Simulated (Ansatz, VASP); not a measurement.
## NaGaF2 in VASP and in Ansatz

INCAR

```
PREC     = Accurate       # precision mode
ENCUT    = 520            # plane-wave cutoff, eV
EDIFF    = 1E-6           # SCF threshold, eV
ISMEAR   = 0              # smearing method
SIGMA    = 0.1            # smearing width, eV
LREAL    = F              # projectors in reciprocal space
LASPH    = T              # aspherical terms in the spheres
NELM     = 150            # most SCF steps
ALGO     = Normal         # electronic algorithm
ISIF     = 2              # what is computed and relaxed
LWAVE    = F              # write WAVECAR
LCHARG   = F              # write CHGCAR
ISPIN    = 2              # spin polarisation
MAGMOM   = 0 0 1 1        # initial moments
LORBIT   = 11             # projections on sites
GGA      = PE             # functional
NBANDS   = 29             # bands
```

The input KPOINTS:

```
regular mesh
0
Gamma
  6 6 4
```

Contents of POSCAR:

```
NaGaF2
1.0
    3.3207317600      0.0000000000      0.0000000000
   -1.6603658800      2.8758380600      0.0000000000
    0.0000000000      0.0000000000      5.3337157900
Na Ga F
1 1 2
Direct
    0.0000000000      0.0000000000      0.0000000000
    0.0000000000      0.0000000000      0.5000000000
    0.3333333300      0.6666666700      0.6558220300
    0.6666666700      0.3333333300      0.3441779700
```

Input for Ansatz:

```yaml
crystal:
  lattice:
    - [3.32073176, 0.0, 0.0]
    - [-1.66036588, 2.87583806, 0.0]
    - [0.0, 0.0, 5.33371579]
  atoms:
    - { symbol: Na, position: [0.0, 0.0, 0.0] }
    - { symbol: Ga, position: [0.0, 0.0, 0.5] }
    - { symbol: F, position: [0.33333333, 0.66666667, 0.65582203], spin: 1.0 }
    - { symbol: F, position: [0.66666667, 0.33333333, 0.34417797], spin: 1.0 }
basis:
  ecutwfc: 420
kpoints:
  mp_grid: { grid: [6, 6, 4] }
hamiltonian:
  xc: pbe
scf:
  occupations: { method: gaussian, width: 0.1 }
  lower_state_search: "off"
output:
  forces: true
  stress: true
  eigenvalues: true
  populations: true
magnetization:
  spin_polarized: true
```

Alike in both runs: task single point; functional PBE; k mesh 6 × 6 × 4; occupations gaussian, width 0.1 eV; collinear spin.

|  | VASP | Ansatz |
| --- | --- | --- |
| version | VASP 6.6.1 | Ansatz 0.2.0 |
| potentials or method | VASP PAW PBE potentials, release 64 (Na_pv, Ga_d, F) | scalar-relativistic, plane waves, PAW |
| plane-wave cutoff (eV) | 520 | 420 |
| valence electrons in the cell | 34 | 36 |

Ansatz gave:

- gap on the k mesh at the Fermi level (eV): none
- rms of the force components (eV/Å): 1.091
- net moment per atom (μB): 0.04
- size of the moment on the site where the two differ most (μB): 0.03

Problem. Which values does VASP return?

Solution. gap on the k mesh at the Fermi level (eV): none; rms of the force components (eV/Å): 1.115; net moment per atom (μB): 0.04; size of the moment on the site where the two differ most (μB): 0.07.

Site moments also hang on the region over which each program counts them. Atom by atom the forces differ by 0.024 eV/Å (rms over components). A gap of «none» marks a metal or a gap that the smearing closes. The functional is the same, so the differences come from potentials, cutoffs and numerics. The two sets of potentials don't hold the same shells in valence. Ansatz warned: «seeded_moment_not_kept».

Caveats: the k mesh is coarse (spacing up to 0.36 Å⁻¹), so the values aren't converged; forces of over 1 eV/Å show positions far from the minimum, so gaps and moduli don't describe the material at rest.
